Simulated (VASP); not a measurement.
Input for VASP

INCAR:
```
! general
SYSTEM  = Ru
PREC    = Accurate
ENCUT   = 400   ! plane-wave cut-off (eV)
LREAL   = .False.   ! projection in real space or not
LASPH   = .True.

! electronic loop
EDIFF   = 1E-8   ! SCF stop (eV)
NELM    = 100
ALGO    = Normal   ! blocked Davidson
LMAXMIX = 4   ! l cut-off of mixed one-centre charges

! smearing
ISMEAR  = 1
SIGMA   = 0.1

! ions
IBRION  = 1
NSW     = 30
ISIF    = 2
EDIFFG  = -0.001   ! ionic stop

! output
LWAVE   = .False.
LCHARG  = .False.
```

POSCAR:
```
Ru
1
    1.3382570937    -2.3179294299     0.0000000000
    1.3382570937     2.3179294299     0.0000000000
    0.0000000000    -0.0000000000     4.2208441752
Ru
2
Direct
  0.3333330000   0.6666670000   0.2500000000
  0.6666670000   0.3333330000   0.7500000000
```

**KPOINTS**
```
Regular mesh
0
G
14 14 8
```

POTCAR, in this order: Ru_pv (LDA.64 set). Program: vasp_std.

Task: Write an equivalent input for Quantum ESPRESSO's pw.x.

Result: One equivalent input (not run):
```
&CONTROL
  calculation = 'relax'
  pseudo_dir = './pseudo'
  outdir = './out'
  tprnfor = .true.
  tstress = .true.
  nstep = 30
  forc_conv_thr = 3.9e-05
/
&SYSTEM
  ibrav = 0
  nat = 2
  ntyp = 1
  ecutwfc = 88
  occupations = 'smearing'
  smearing = 'methfessel-paxton'
  degauss = 0.00735
  input_dft = 'pz'
/
&ELECTRONS
  conv_thr = 7.3e-10
  electron_maxstep = 100
/
&IONS
/
ATOMIC_SPECIES
  Ru 101.070 Ru.upf
CELL_PARAMETERS angstrom
     1.3382571   -2.3179294    0.0000000
     1.3382571    2.3179294    0.0000000
     0.0000000   -0.0000000    4.2208442
ATOMIC_POSITIONS crystal
  Ru   0.3333330  0.6666670  0.2500000
  Ru   0.6666670  0.3333330  0.7500000
K_POINTS automatic
  14 14 8 0 0 0
```
Limits of the translation: the potentials are each code's own (VASP's PAW set, PseudoDojo norm-conserving files in pw.x), so ENCUT and ecutwfc are chosen apart and not converted; conv_thr bounds pw.x's estimated SCF error, while EDIFF bounds the energy change between steps; forc_conv_thr acts on force components and is met together with etot_conv_thr.

The compound is Ru in the hcp structure. It was relaxed first. The start is the result of an earlier pass.
